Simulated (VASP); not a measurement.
Output of a VASP run:

File OUTCAR:
```
 ion  position               nearest neighbor table
   1  0.000  0.000  0.000-   5 3.62   5 3.62   5 3.62   4 3.62   5 3.62   4 3.62   4 3.62   4 3.62
                             2 3.74   3 3.74   3 3.74   2 3.74   3 3.74   2 3.74   2 3.74   3 3.74
   2  0.250  0.750  0.500-   4 2.79   5 2.79   4 2.79   5 2.79   3 3.33   3 3.33   3 3.33   3 3.33
                             1 3.74   1 3.74   1 3.74   1 3.74
   3  0.750  0.250  0.500-   4 2.79   5 2.79   4 2.79   5 2.79   2 3.33   2 3.33   2 3.33   2 3.33
                             1 3.74   1 3.74   1 3.74   1 3.74
   4  0.379  0.379  0.000-   2 2.79   3 2.79   2 2.79   3 2.79   5 2.81   1 3.62   1 3.62   1 3.62
                             1 3.62   1 4.40
   5  0.621  0.621  0.000-   2 2.79   3 2.79   2 2.79   3 2.79   4 2.81   1 3.62   1 3.62   1 3.62
                             1 3.62   1 4.40
  LATTYP: Found a body centered tetragonal cell.
 ALAT       =     4.7100600000
 C/A-ratio  =     2.4641320917
 Subroutine PRICEL returns:
 Original cell was already a primitive cell.
 Subroutine GETGRP returns: Found 16 space group operations
The static configuration has the point symmetry D_4h.
The dynamic configuration has the point symmetry D_4h.
 Subroutine INISYM returns: Found 16 space group operations
 Subroutine IBZKPT returns following result:
 Found     30 irreducible k-points:

 Following reciprocal coordinates:
            Coordinates               Weight
  0.000000  0.000000  0.000000      1.000000
  0.166667 -0.000000  0.000000      8.000000
  0.333333  0.000000 -0.000000      8.000000
  0.500000  0.000000  0.000000      4.000000
  0.166667  0.166667  0.000000      8.000000
  0.333333  0.166667  0.000000     16.000000
  0.500000  0.166667  0.000000     16.000000
 -0.333333  0.166667  0.000000     16.000000
 -0.166667  0.166667  0.000000      4.000000
  0.333333  0.333333 -0.000000      8.000000
  0.500000  0.333333  0.000000     16.000000
 -0.333333  0.333333  0.000000      4.000000
  0.500000  0.500000  0.000000      2.000000
  0.166667  0.166667  0.166667      8.000000
  0.333333  0.166667  0.166667      8.000000
 -0.166667  0.166667  0.166667      4.000000
  0.333333  0.333333  0.166667      4.000000
 -0.333333  0.333333  0.166667      8.000000
 -0.166667  0.333333  0.166667      8.000000
  0.500000  0.500000  0.166667      4.000000
 -0.333333  0.500000  0.166667     16.000000
 -0.166667  0.500000  0.166667      8.000000
 -0.333333 -0.333333  0.166667      8.000000
 -0.166667 -0.333333  0.166667      8.000000
 -0.166667 -0.166667  0.166667      2.000000
 -0.333333  0.333333  0.333333      4.000000
  0.500000  0.500000  0.333333      4.000000
 -0.333333  0.500000  0.333333      8.000000
 -0.333333 -0.333333  0.333333      2.000000
  0.500000  0.500000  0.500000      1.000000
   k-points           NKPTS =     30   k-points in BZ     NKDIM =     30   number of bands    NBANDS=     36
   number of dos      NEDOS =    301   number of ions     NIONS =      5
   total plane-waves  NPLWV =  64000
   dimension x,y,z NGX =    40 NGY =   40 NGZ =   40
   dimension x,y,z NGXF=    80 NGYF=   80 NGZF=   80
   ions per type =               1   2   2
   PREC   = accura    normal or accurate (medium, high low for compatibility)
   ISTART =      0    job   : 0-new  1-cont  2-samecut
   ICHARG =      2    charge: 1-file 2-atom 10-const
   ISPIN  =      1    spin polarized calculation?
   LNONCOLLINEAR =      F non collinear calculations
   LSORBIT =      F    spin-orbit coupling
   INIWAV =      1    electr: 0-lowe 1-rand  2-diag
   ENCUT  =  300.0 eV  22.05 Ry    4.70 a.u.   9.45  9.45  9.45*2*pi/ulx,y,z
   NELM   =    100;   NELMIN=  2; NELMDL= -5     # of ELM steps
   EDIFF  = 0.1E-05   stopping-criterion for ELM
   LREAL  =      F    real-space projection
   NLSPLINE    = F    spline interpolate recip. space projectors
   LMAXMIX     =    4 max onsite mixed and CHGCAR
   VOSKOWN=      0    Vosko Wilk Nusair interpolation
   EDIFFG = 0.1E-04   stopping-criterion for IOM
   NSW    =      0    number of steps for IOM
   NBLOCK =      1;   KBLOCK =      1    inner block; outer block
   IBRION =     -1    ionic relax: 0-MD 1-quasi-New 2-CG
   NFREE  =      0    steps in history (QN), initial steepest desc. (CG)
...
```

### OSZICAR
```
       N       E                     dE             d eps       ncg     rms          rms(c)
DAV:   1     0.489548414178E+03    0.48955E+03   -0.21602E+04  2260   0.156E+03
DAV:   2     0.377804965466E+02   -0.45177E+03   -0.43920E+03  2212   0.453E+02
DAV:   3    -0.188386463288E+02   -0.56619E+02   -0.55284E+02  2392   0.151E+02
DAV:   4    -0.214378986049E+02   -0.25993E+01   -0.25822E+01  3152   0.332E+01
DAV:   5    -0.215477562848E+02   -0.10986E+00   -0.10972E+00  3312   0.552E+00    0.172E+01
DAV:   6    -0.204346837131E+02    0.11131E+01   -0.72900E+00  2512   0.178E+01    0.999E+00
DAV:   7    -0.203713920913E+02    0.63292E-01   -0.70025E-01  2568   0.572E+00    0.431E+00
DAV:   8    -0.203501411362E+02    0.21251E-01   -0.53188E-02  3184   0.163E+00    0.105E+00
DAV:   9    -0.203469556824E+02    0.31855E-02   -0.14772E-02  3176   0.807E-01    0.137E-01
DAV:  10    -0.203470445632E+02   -0.88881E-04   -0.11871E-03  2992   0.238E-01    0.722E-02
DAV:  11    -0.203470549702E+02   -0.10407E-04   -0.93047E-05  3376   0.470E-02    0.276E-02
DAV:  12    -0.203470547249E+02    0.24529E-06   -0.80540E-06  2680   0.163E-02
   1 F= -.20347055E+02 E0= -.20346521E+02  d E =-.106782E-02
```

OUTCAR:
```
------------------------ aborting loop because EDIFF is reached ----------------------------------------
  FORCE on cell =-STRESS in cart. coord.  units (eV):
  Direction    XX          YY          ZZ          XY          YZ          ZX
  --------------------------------------------------------------------------------------
  Total       -3.6775456     -3.6775456     -3.2823961      0.0000000      0.0000000      0.0000000
  in kB      -45.7673047    -45.7673047    -40.8496431      0.0000000      0.0000000      0.0000000
  external PRESSURE =     -44.1280842 kB  Pullay stress =       0.0000000 kB
  volume of cell :      128.74
      direct lattice vectors                 reciprocal lattice vectors
    -2.355030000  2.355030000  5.803105000     0.000000000  0.212311520  0.086160771
     2.355030000 -2.355030000  5.803105000     0.212311520  0.000000000  0.086160771
     2.355030000  2.355030000 -5.803105000     0.212311520  0.212311520  0.000000000
 POSITION                                       TOTAL-FORCE (eV/Angst)
 -----------------------------------------------------------------------------------
      0.00000      0.00000      0.00000        -0.000000     -0.000000     -0.000000
      2.35503      0.00000      2.90155        -0.000000     -0.000000     -0.000000
      0.00000      2.35503      2.90155        -0.000000     -0.000000      0.000000
      0.00000      0.00000      4.39655         0.000000      0.000000     -0.243092
      0.00000      0.00000      7.20966         0.000000      0.000000      0.243092
 -----------------------------------------------------------------------------------
    total drift:                               -0.000000      0.000000     -0.000000
  FREE ENERGIE OF THE ION-ELECTRON SYSTEM (eV)
  ---------------------------------------------------
  free  energy   TOTEN  =       -20.3470547249 eV

  energy  without entropy=      -20.3459869050  energy(sigma->0) =      -20.34652081
```
(Selected blocks of OUTCAR.)

### POSCAR
```
Sr(AgSn)2
1
   -2.3550300000     2.3550300000     5.8031050000
    2.3550300000    -2.3550300000     5.8031050000
    2.3550300000     2.3550300000    -5.8031050000
Sr Ag Sn
1 2 2
Direct
  0.0000000000   0.0000000000   0.0000000000
  0.2500000000   0.7500000000   0.5000000000
  0.7500000000   0.2500000000   0.5000000000
  0.3788100000   0.3788100000   0.0000000000
  0.6211900000   0.6211900000   0.0000000000
```

Task: Write an INCAR and KPOINTS that could have produced this output.

Result: Several could match; the one computed here: the input of the run itself, LDA (Ceperley-Alder, Perdew-Zunger), plane waves, VASP's LDA PAW potentials (set 64).

### KPOINTS
```
Automatic mesh
0
Gamma
6 6 6
0 0 0
```

**INCAR**
```
SYSTEM = Sr(AgSn)2
PREC = Accurate
ENCUT = 300
EDIFF = 1E-6
NELM = 100
ALGO = Normal
LREAL = .FALSE.
LASPH = .TRUE.
ISMEAR = 0
SIGMA = 0.05
LMAXMIX = 4
LWAVE = .FALSE.
LCHARG = .FALSE.
ISIF = 2
```

POTCAR, in this order: Sr_sv Ag Sn_d (LDA.64 set). Program: vasp_std.

At this cut-off the stress carries a Pulay error, which pulls relaxed volumes low.

The structure comes from a computed database's Ag2Sn2Sr entry (I4/mmm); how it stands against other phases isn't given here. The cell was not relaxed at this level. The k-mesh is coarse (spacing up to 0.31 per Å, 2π included), so the numbers may not be converged in it.
